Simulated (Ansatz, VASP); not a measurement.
**One calculation of CoC2, two programs**

```xyz
6
Lattice="0.0000 2.8710 2.8710 2.8710 0.0000 2.8710 2.8710 2.8710 0.0000" Properties=species:S:1:pos:R:3 pbc="T T T"
Co    2.8710    2.8710    2.8710
Co    4.3065    4.3065    4.3065
C     0.7177    0.7177    0.7177
C     0.7177    2.1532    2.1532
C     2.1532    2.1532    0.7177
C     2.1532    0.7177    2.1532
```

Alike in both runs: task relaxation of cell and atoms; functional PBE; k mesh 12 × 12 × 12; occupations gaussian, width 0.1 eV; collinear spin.

|  | VASP | Ansatz |
| --- | --- | --- |
| version | VASP 6.6.1 | Ansatz 0.2.0 |
| potentials or method | VASP PAW PBE potentials, release 64 (Co, C) | scalar-relativistic, plane waves, PAW |
| plane-wave cutoff (eV) | 600 | 420 |
| valence electrons in the cell | 34 | 50 |

```csv
,VASP,Ansatz,Ansatz less VASP
"gap on the k mesh at the Fermi level, each at its own relaxed structure (eV)",none,none,-
net moment per atom (μB),0.31,0.32,+0.007
size of the moment on the site where the two differ most (μB),0.96,0.99,+0.028
relaxed volume (Å³/atom),7.85,7.87,+0.018
relaxed cell length with the largest relative difference (Å),4.053,4.056,+0.0031
```

Site moments also hang on the region over which each program counts them. A gap of «none» marks a metal or a gap that the smearing closes. The two sets of potentials don't hold the same shells in valence.
